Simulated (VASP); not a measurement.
Level of theory: vdW-DF2, VASP's PBE PAW potentials (set 64) (plane waves; VASP).

VASP ran on this input.

**KPOINTS**
```
Automatic mesh
0
Gamma
6 6 3
0 0 0
```

### POSCAR
```
MgI2
1
    2.1894849354    -3.7922986712     0.0000000000
    2.1894849354     3.7922986712     0.0000000000
    0.0000000000     0.0000000000     7.1772288753
Mg I
1 2
Direct
  0.0000000000   0.0000000000   0.0000000000
  0.3333330000   0.6666670000   0.2408371910
  0.6666670000   0.3333330000   0.7591628090
```

**INCAR**
```
SYSTEM = MgI2
PREC = Accurate
ENCUT = 520
EDIFF = 1E-7
NELM = 100
ALGO = Normal
LREAL = .FALSE.
LASPH = .TRUE.
ISMEAR = 0
SIGMA = 0.05
GGA = ML
ZAB_VDW = -1.8867
LUSE_VDW = .TRUE.
AGGAC = 0.0
LMAXMIX = 4
LWAVE = .FALSE.
LCHARG = .FALSE.
ISIF = 4
IBRION = 2
NSW = 30
EDIFFG = -0.01
```

POTCAR, in this order: Mg I (PBE.64 set). Program: vasp_std.

The resulting files:

### OSZICAR
```
       N       E                     dE             d eps       ncg     rms          rms(c)
DAV:   1     0.866737536348E+02    0.86674E+02   -0.56277E+03   408   0.102E+03
DAV:   2     0.454816357311E+01   -0.82126E+02   -0.75835E+02   568   0.155E+02
DAV:   3    -0.224573359409E+01   -0.67939E+01   -0.67614E+01   492   0.512E+01
DAV:   4    -0.238440017327E+01   -0.13867E+00   -0.13864E+00   556   0.909E+00
DAV:   5    -0.238646320552E+01   -0.20630E-02   -0.20630E-02   500   0.114E+00    0.309E+00
DAV:   6    -0.215531930476E+01    0.23114E+00   -0.35315E-01   428   0.340E+00    0.226E+00
DAV:   7    -0.214015009703E+01    0.15169E-01   -0.18675E-01   456   0.276E+00    0.966E-01
DAV:   8    -0.214543023120E+01   -0.52801E-02   -0.14658E-02   472   0.101E+00    0.232E-01
DAV:   9    -0.214674008781E+01   -0.13099E-02   -0.31074E-03   476   0.514E-01    0.843E-02
DAV:  10    -0.214682616521E+01   -0.86077E-04   -0.17130E-04   488   0.110E-01    0.395E-02
DAV:  11    -0.214690786593E+01   -0.81701E-04   -0.21173E-04   440   0.148E-01    0.846E-03
DAV:  12    -0.214690939234E+01   -0.15264E-05   -0.62036E-06   536   0.182E-02    0.536E-03
DAV:  13    -0.214690967681E+01   -0.28447E-06   -0.99306E-07   464   0.101E-02    0.197E-03
DAV:  14    -0.214690982038E+01   -0.14357E-06   -0.18911E-07   472   0.403E-03    0.112E-03
DAV:  15    -0.214690976107E+01    0.59306E-07   -0.22487E-08   280   0.173E-03
   1 F= -.21469098E+01 E0= -.21469098E+01  d E =-.214691E+01
       N       E                     dE             d eps       ncg     rms          rms(c)
DAV:   1    -0.215053624746E+01   -0.36264E-02   -0.17672E-01   416   0.248E+00    0.166E-01
DAV:   2    -0.215121605918E+01   -0.67981E-03   -0.74970E-03   496   0.585E-01    0.596E-02
DAV:   3    -0.215120384394E+01    0.12215E-04   -0.82120E-05   476   0.821E-02    0.495E-02
DAV:   4    -0.215119985129E+01    0.39926E-05   -0.20104E-05   488   0.305E-02    0.248E-02
DAV:   5    -0.215120127336E+01   -0.14221E-05   -0.54498E-06   476   0.157E-02    0.313E-03
DAV:   6    -0.215120161058E+01   -0.33722E-06   -0.40991E-07   476   0.466E-03    0.306E-03
DAV:   7    -0.215120164625E+01   -0.35665E-07   -0.15511E-08   260   0.117E-03
   2 F= -.21512016E+01 E0= -.21512016E+01  d E =-.429189E-02
       N       E                     dE             d eps       ncg     rms          rms(c)
DAV:   1    -0.215256634249E+01   -0.13647E-02   -0.15916E+00   408   0.745E+00    0.508E-01
DAV:   2    -0.215864914671E+01   -0.60828E-02   -0.67272E-02   492   0.175E+00    0.174E-01
DAV:   3    -0.215854028398E+01    0.10886E-03   -0.74351E-04   472   0.247E-01    0.146E-01
DAV:   4    -0.215849615721E+01    0.44127E-04   -0.17861E-04   484   0.911E-02    0.733E-02
DAV:   5    -0.215850148666E+01   -0.53294E-05   -0.50158E-05   476   0.475E-02    0.892E-03
DAV:   6    -0.215850321252E+01   -0.17259E-05   -0.35829E-06   500   0.137E-02    0.969E-03
DAV:   7    -0.215850338601E+01   -0.17349E-06   -0.13615E-07   344   0.338E-03    0.405E-03
DAV:   8    -0.215850350137E+01   -0.11536E-06   -0.26795E-07   392   0.481E-03    0.138E-03
DAV:   9    -0.215850351447E+01   -0.13097E-07   -0.36836E-08   240   0.149E-03
   3 F= -.21585035E+01 E0= -.21585035E+01  d E =-.115938E-01
       N       E                     dE             d eps       ncg     rms          rms(c)
DAV:   1    -0.215826049974E+01    0.24300E-03   -0.20792E-01   408   0.269E+00    0.182E-01
DAV:   2    -0.215906126691E+01   -0.80077E-03   -0.88117E-03   492   0.634E-01    0.641E-02
DAV:   3    -0.215904723869E+01    0.14028E-04   -0.97264E-05   472   0.892E-02    0.534E-02
DAV:   4    -0.215904235208E+01    0.48866E-05   -0.24451E-05   492   0.336E-02    0.267E-02
DAV:   5    -0.215904393896E+01   -0.15869E-05   -0.65594E-06   476   0.171E-02    0.344E-03
DAV:   6    -0.215904432165E+01   -0.38269E-06   -0.46123E-07   488   0.501E-03    0.329E-03
DAV:   7    -0.215904437454E+01   -0.52896E-07   -0.20250E-08   264   0.133E-03
   4 F= -.21590444E+01 E0= -.21590444E+01  d E =-.121346E-01
       N       E                     dE             d eps       ncg     rms          rms(c)
DAV:   1    -0.216495887684E+01   -0.59146E-02   -0.31533E-01   408   0.305E+00    0.331E-01
DAV:   2    -0.216290957589E+01    0.20493E-02   -0.82935E-03   460   0.662E-01    0.155E-01
DAV:   3    -0.216165512189E+01    0.12545E-02   -0.11346E-03   492   0.214E-01    0.831E-02
DAV:   4    -0.216129999394E+01    0.35513E-03   -0.94524E-04   484   0.192E-01    0.164E-02
DAV:   5    -0.216129830724E+01    0.16867E-05   -0.82968E-05   460   0.614E-02    0.189E-02
DAV:   6    -0.216129764976E+01    0.65748E-06   -0.27879E-06   504   0.127E-02    0.135E-02
DAV:   7    -0.216129704174E+01    0.60802E-06   -0.34990E-06   448   0.186E-02    0.231E-03
DAV:   8    -0.216129698622E+01    0.55527E-07   -0.15935E-07   360   0.295E-03
   5 F= -.21612970E+01 E0= -.21612970E+01  d E =-.225261E-02
       N       E                     dE             d eps       ncg     rms          rms(c)
DAV:   1    -0.216725075271E+01   -0.59537E-02   -0.42100E-01   408   0.352E+00    0.384E-01
DAV:   2    -0.216447875212E+01    0.27720E-02   -0.11052E-02   456   0.764E-01    0.178E-01
DAV:   3    -0.216277936744E+01    0.16994E-02   -0.15256E-03   484   0.247E-01    0.957E-02
DAV:   4    -0.216228832027E+01    0.49105E-03   -0.12950E-03   492   0.224E-01    0.193E-02
DAV:   5    -0.216228459252E+01    0.37277E-05   -0.11327E-04   468   0.718E-02    0.221E-02
DAV:   6    -0.216228357903E+01    0.10135E-05   -0.37887E-06   500   0.148E-02    0.158E-02
DAV:   7    -0.216228256224E+01    0.10168E-05   -0.48050E-06   456   0.213E-02    0.265E-03
DAV:   8    -0.216228248189E+01    0.80344E-07   -0.22425E-07   376   0.346E-03
   6 F= -.21622825E+01 E0= -.21622825E+01  d E =-.323811E-02
```

### OUTCAR
```
------------------------ aborting loop because EDIFF is reached ----------------------------------------
  FORCE on cell =-STRESS in cart. coord.  units (eV):
  Direction    XX          YY          ZZ          XY          YZ          ZX
  --------------------------------------------------------------------------------------
  Total       -0.4582655     -0.4582654     -0.4393387     -0.0000000     -0.0000000      0.0000000
  in kB       -6.1602233     -6.1602222     -5.9058004     -0.0000000     -0.0000000      0.0000000
  external PRESSURE =      -6.0754153 kB  Pullay stress =       0.0000000 kB
  volume of cell :      119.19
      direct lattice vectors                 reciprocal lattice vectors
     2.168402065 -3.755782207  0.000000000     0.230584543 -0.133128060 -0.000000000
     2.168402065  3.755782207 -0.000000000     0.230584543  0.133128060  0.000000000
     0.000000000 -0.000000000  7.317472159     0.000000000  0.000000000  0.136659215
 POSITION                                       TOTAL-FORCE (eV/Angst)
 -----------------------------------------------------------------------------------
      2.16840     -3.75578      7.31747         0.000000      0.000000      0.000000
      2.16840      1.25193      1.69458        -0.000000     -0.000000      0.002701
      2.16840     -1.25193      5.62289         0.000000      0.000000     -0.002701
 -----------------------------------------------------------------------------------
    total drift:                               -0.000000     -0.000000      0.000000
  FREE ENERGIE OF THE ION-ELECTRON SYSTEM (eV)
  ---------------------------------------------------
  free  energy   TOTEN  =        -2.1622824819 eV

  energy  without entropy=       -2.1622824819  energy(sigma->0) =       -2.16228248

 reached required accuracy - stopping structural energy minimisation
```
(Selected blocks of OUTCAR.)

File CONTCAR:
```
MgI2
   1.00000000000000
     2.1684020648344542   -3.7557822065862698    0.0000000000000000
     2.1684020648344542    3.7557822065862698   -0.0000000000000000
     0.0000000000000000   -0.0000000000000001    7.3174721589253808
  Mg              I
     1     2
Direct
     1.0000000000000000    0.0000000000000000    1.0000000000000000
     0.3333330000000032    0.6666669999999968    0.2315804550089812
     0.6666669999999968    0.3333330000000032    0.7684195449910188
```

File OUTCAR:
```
 val. band max:        0.9473380724   @ k =   0.0000   0.0000   0.0000

 cond. band min:       4.1088885889   @ k =   0.0000   0.0000   0.0000


 Fermi energy:         1.2138289199

 k-point     1 :       0.0000    0.0000    0.0000
  band No.  band energies     occupation
      1     -10.6283      2.00000
      2     -10.1295      2.00000
      3      -1.8977      2.00000
      4       0.6002      2.00000
      5       0.6002      2.00000
      6       0.8783      2.00000
      7       0.8783      2.00000
      8       0.9473      2.00000
      9       4.1089      0.00000
     10       5.7992      0.00000
     11       7.5264      0.00000
     12       7.5264      0.00000

 k-point     2 :       0.1667    0.0000    0.0000
  band No.  band energies     occupation
      1     -10.5257      2.00000
      2     -10.0805      2.00000
      3      -1.7556      2.00000
      4      -0.2078      2.00000
      5       0.2087      2.00000
      6       0.3477      2.00000
      7       0.8451      2.00000
      8       0.8987      2.00000
      9       4.8991      0.00000
     10       6.3183      0.00000
     11       6.9974      0.00000
     12       7.8514      0.00000

 k-point     3 :       0.3333    0.0000    0.0000
  band No.  band energies     occupation
      1     -10.2875      2.00000
      2      -9.9962      2.00000
      3      -1.7484      2.00000
      4      -1.1138      2.00000
      5      -0.5206      2.00000
      6      -0.0127      2.00000
      7       0.6498      2.00000
      8       0.6876      2.00000
      9       4.7639      0.00000
     10       6.3322      0.00000
     11       7.1603      0.00000
     12       8.0050      0.00000

 k-point     4 :       0.5000    0.0000    0.0000
  band No.  band energies     occupation
      1     -10.1275      2.00000
      2      -9.9837      2.00000
      3      -2.0909      2.00000
      4      -1.3401      2.00000
      5      -0.4009      2.00000
      6      -0.1617      2.00000
...
```

Unless said otherwise, spin-orbit coupling is left out, though it shifts the bands of the heavy elements here.

The compound is MgI2 in the 1T layered structure. This cell is one point of a volume scan, at 1.06 of the reference volume. Symmetry was kept, so distortions that lower it aren't found.
